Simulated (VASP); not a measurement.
An input for Ansatz (written as the equivalent of a VASP run, and not itself run):

Ansatz 0.2 input:
```yaml
crystal:
  lattice:
    - [0.0000000, 3.3479172, 3.3479172]
    - [3.3479172, 0.0000000, 3.3479172]
    - [3.3479172, 3.3479172, 0.0000000]
  atoms:
    - { symbol: Ba, position: [0.0000000, 0.0000000, 0.0000000] }
    - { symbol: Te, position: [0.5000000, 0.5000000, 0.5000000] }
kpoints:
  mp_grid: { grid: [7, 7, 7] }
hamiltonian:
  xc: pbesol
  pseudopotentials: { kind: paw }
scf:
  occupations: { method: gaussian, width: 0.05 }
  max_iter: 100
relax:
  max_steps: 40
  f_tol: 0.02
  cell: { p_target: 5 }
output: { forces: true, stress: true, eigenvalues: true }
```

Q: Translate this input to VASP (INCAR, KPOINTS, POSCAR, choice of POTCAR).

A: One answer among several that fit: 
**INCAR**
```
# general
SYSTEM   =  BaTe
PREC     =  Accurate
ENCUT    =  500
LREAL    =  .False.
LASPH    =  .True.   # aspherical one-centre terms

# electronic loop
EDIFF    =  1E-6   # SCF stop (eV)
NELM     =  100
ALGO     =  Normal   # blocked Davidson
LMAXMIX  =  4   # l cut-off of mixed one-centre charges

# smearing
ISMEAR   =  0
SIGMA    =  0.05   # width (eV)

# functional
GGA      =  PS   # PBEsol

# ions
IBRION   =  2   # conjugate gradients
NSW      =  40
ISIF     =  3   # ions, shape and volume
EDIFFG   =  -0.02
PSTRESS  =  50   # kbar

# output
LWAVE    =  .False.
LCHARG   =  .False.
```

**KPOINTS**
```
Automatic mesh
0
Gamma
7 7 7
0 0 0
```

**POSCAR**
```
BaTe
1
    0.0000000000     3.3479171666     3.3479171666
    3.3479171666     0.0000000000     3.3479171666
    3.3479171666     3.3479171666    -0.0000000000
Ba Te
1 1
Direct
  0.0000000000   0.0000000000   0.0000000000
  0.5000000000   0.5000000000   0.5000000000
```

POTCAR, in this order: Ba_sv Te (PBE.64 set). Program: vasp_std.

What does not carry over: each code has its own PAW files, so the cut-off isn't converted (ENCUT is set for VASP's; basis.ecutwfc is left out, and Ansatz then takes the one that its files recommend); Ansatz stops its SCF on the density residual and VASP on the energy change (EDIFF).

The structure was generated: BaTe was put into the rock salt type (Fm-3m), which need not be its known phase. It was relaxed first under an external pressure of 5 GPa.
